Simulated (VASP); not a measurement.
Energy against volume of ZnS (zinc blende). All values below come from vdW-DF-cx, VASP's PBE PAW potentials (set 64) (plane waves; VASP).

```tsv
V (Å³/atom)	E (eV/atom)
18.314	-1.21607
18.898	-1.23057
19.483	-1.23519
20.067	-1.23142
20.652	-1.22055
```

Fit a third-order Birch-Murnaghan equation of state.

| Quantity | Value |
|---|---|
| volume per atom | 19.50 Å³/atom |
| bulk modulus | 76.2 GPa |
| pressure derivative of the bulk modulus | 4.48 |
| lattice constant a | 5.383 Å |

Measured: bulk modulus 77.1 GPa (computed value off by -1.2 %), as given by Cormac Toher et al., Physical Review Materials (2017), arXiv:1611.05714; a 5.410 Å (computed value off by -0.5 %), as given by Martin Albrecht et al., Physical review. B, Condensed matter (1997), arXiv:cond-mat/9706128. The calculation is for a static lattice, while the measured bulk modulus, a hold thermal and zero-point effects, which are part of the difference.

The compound is ZnS in the zinc blende structure. It was relaxed first.
